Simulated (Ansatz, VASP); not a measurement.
## Two plane-wave programs on As3Se2

```
As Se
1.0
     3.63712    2.09990    5.22330
    -3.63712    2.09990    5.22330
     0.00000   -4.19979    5.22330
As Se
6 4
Direct
  0.06784 0.43216 0.75000
  0.75000 0.06784 0.43216
  0.43216 0.75000 0.06784
  0.93216 0.56784 0.25000
  0.25000 0.93216 0.56784
  0.56784 0.25000 0.93216
  0.86329 0.86329 0.86329
  0.63671 0.63671 0.63671
  0.13671 0.13671 0.13671
  0.36329 0.36329 0.36329
```

Alike in both runs: functional PBE; k mesh 3 × 3 × 3; occupations gaussian, width 0.1 eV; no spin polarisation.

Ansatz relaxed the structure, and its values are those at the end. VASP's run is a single point on that final structure, the one shown.

```csv
,VASP,Ansatz
version,VASP 6.6.1,Ansatz 0.2.0
potentials or method,"VASP PAW PBE potentials, release 64 (As, Se)","scalar-relativistic, plane waves, PAW"
plane-wave cutoff (eV),520,420
valence electrons in the cell,54,154
```

```tsv
	VASP	Ansatz	Ansatz less VASP
gap on the k mesh at the Fermi level (eV)	none	none	-
pressure (GPa)	0.2	0.2	-0.06
rms of the force components (eV/Å)	0.003	0.007	+0.0038
```

A gap of «none» marks a metal or a gap that the smearing closes. With one functional, cell and mesh, what is left measures potentials, basis and numerics. The two sets of potentials don't hold the same shells in valence.
